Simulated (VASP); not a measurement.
All values below come from LDA (Ceperley-Alder, Perdew-Zunger), VASP's LDA PAW potentials (set 64) (plane waves; VASP).

VASP ran on this input.

File POSCAR:
```
Al3Sc
1.0
  3.7686914025   0.0000000000   0.0000000000
  0.0000000000   3.7686914025   0.0000000000
  0.0000000000   0.0000000000   3.7686914025
Sc Al
1 3
Cart
  0.0000000000   0.0000000000   0.0000000000
  0.0000000000   1.8843457013   1.8843457013
  1.8843457013   0.0000000000   1.8843457013
  1.8843457013   1.8843457013   0.0000000000
```

INCAR:
```
SYSTEM = Al3Sc
PREC = Accurate
ENCUT = 500
EDIFF = 1E-6
NELM = 100
ALGO = Normal
LREAL = .FALSE.
LASPH = .TRUE.
ISMEAR = 1
SIGMA = 0.1
LMAXMIX = 4
LWAVE = .FALSE.
LCHARG = .FALSE.
IBRION = 2
ISIF = 3
NSW = 40
EDIFFG = -0.02
PSTRESS = 450
```

KPOINTS:
```
Automatic mesh
0
Gamma
8 8 8
0 0 0
```

POTCAR, in this order: Sc_sv Al (LDA.64 set). Program: vasp_std.

Energy and stress use the plane-wave basis of the starting cell.

Question: Predict the energy per atom (σ→0), volume per atom, band gap (on the k-mesh).

Answer: 
The energy per atom (σ→0) is -4.885 eV/atom and the band gap (on the k-mesh) is none (metal, semimetal or under 0.01 eV). The volume per atom is 12.52 Å³/atom.

OSZICAR:
```
...
   3 F= -.54721954E+01 E0= -.54722012E+01  d E =-.171373E+00
       N       E                     dE             d eps       ncg     rms          rms(c)
DAV:   1    -0.195393427060E+02    0.33003E-01   -0.19728E-02  1118   0.258E+00    0.273E-01
DAV:   2    -0.195387125585E+02    0.63015E-03   -0.34407E-03  1380   0.101E+00    0.404E-02
DAV:   3    -0.195386765941E+02    0.35964E-04   -0.68329E-05  1094   0.692E-02    0.229E-02
DAV:   4    -0.195386640889E+02    0.12505E-04   -0.32481E-05  1336   0.533E-02    0.112E-02
DAV:   5    -0.195386641225E+02   -0.33602E-07   -0.70524E-06  1430   0.358E-02
   4 F= -.54724600E+01 E0= -.54724714E+01  d E =-.171638E+00
```

The compound is Al3Sc in the L1_2 structure. This run relaxes it under an external pressure of 45 GPa. Symmetry was kept, so distortions that lower it aren't found.
